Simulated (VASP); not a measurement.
Elastic constants (GPa) of a crystal from LDA (Ceperley-Alder, Perdew-Zunger), VASP's LDA PAW potentials (set 64) run with VASP 6.6.1:

```tsv
	xx	yy	zz	yz	xz	xy
xx	100.9	56.5	56.5	0.0	0.0	0.0
yy	56.5	100.9	56.5	0.0	0.0	0.0
zz	56.5	56.5	100.9	0.0	0.0	0.0
yz	0.0	0.0	0.0	4.3	0.0	0.0
xz	0.0	0.0	0.0	0.0	4.3	0.0
xy	0.0	0.0	0.0	0.0	0.0	4.3
```

Task: Work out the Voigt, Reuss and Hill moduli, Young's modulus and Poisson's ratio.

Result: All eigenvalues are positive (smallest 4.3 GPa), so the crystal is stable. K_V = (C11+C22+C33+2(C12+C13+C23))/9 = (302.7 + 2×169.5)/9 = 71.3 GPa; G_V = (302.7 − 169.5 + 3×12.9)/15 = 11.5 GPa. From the compliances, K_R = 71.3 GPa and G_R = 6.3 GPa. Hill: K = 71.3 GPa, G = 8.9 GPa, E = 9KG/(3K+G) = 25.6 GPa, ν = (3K−2G)/(2(3K+G)) = 0.440. K/G = 8.01, above Pugh's 1.75; universal anisotropy A^U = 4.03.

Task: With a density of 6.22 g/cm³, what are the mean sound speeds?

Result: v_l = √((K+4G/3)/ρ) = 3.66 km/s and v_t = √(G/ρ) = 1.20 km/s. The crystal is AgCl (space group Fm-3m), cubic.

The structure comes from a computed database's AgCl entry (Fm-3m); how it stands against other phases isn't given here. It was relaxed first, which changed the volume by -10 %.
